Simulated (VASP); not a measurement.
The system is BiTe.

```
Bi Te
1.0
     0.00000    3.23500    3.23500
     3.23500    0.00000    3.23500
     3.23500    3.23500    0.00000
Bi Te
1 1
Cartesian
  0.0000 0.0000 0.0000
  3.2350 3.2350 3.2350
```

```yaml
Program: VASP 6.6.1
Task: relaxation of cell and atoms
Functional: PBEsol
Potentials_or_basis: VASP PAW PBE potentials, release 64 (Bi_d, Te)
Cutoff: 600 eV
k_mesh: 6 × 6 × 6
Occupations: fermi-dirac, width 0.05 eV
Spin: no spin polarisation
```

At the start: pressure -1.6 GPa; volume 33.86 Å³/atom.

Question: How do energy, volume and symmetry change on relaxing?

Answer: Over 3 steps the energy falls by 5.1 meV/atom and the volume is 32.83 Å³/atom (-3.0 %); space group Fm-3m (No. 225, to 0.05 Å).

The path:
| step | energy change (eV) | largest force (eV/Å) | pressure (GPa) | volume (Å³) |
| --- | --- | --- | --- | --- |
| 1 | 0.0000 | 0.0000 | -1.55 | 67.71 |
| 2 | -0.0071 | 0.0000 | 0.93 | 64.55 |
| 3 | -0.0101 | 0.0000 | -0.01 | 65.65 |

Final structure:
```
CELL_PARAMETERS angstrom
0.00000 3.20187 3.20187
3.20187 0.00000 3.20187
3.20187 3.20187 0.00000
ATOMIC_POSITIONS crystal
Bi 0.00000 0.00000 0.00000
Te 0.50000 0.50000 0.50000
```

Caveat: the PAW data sets were made with another functional, which shifts forces and pressure a little.
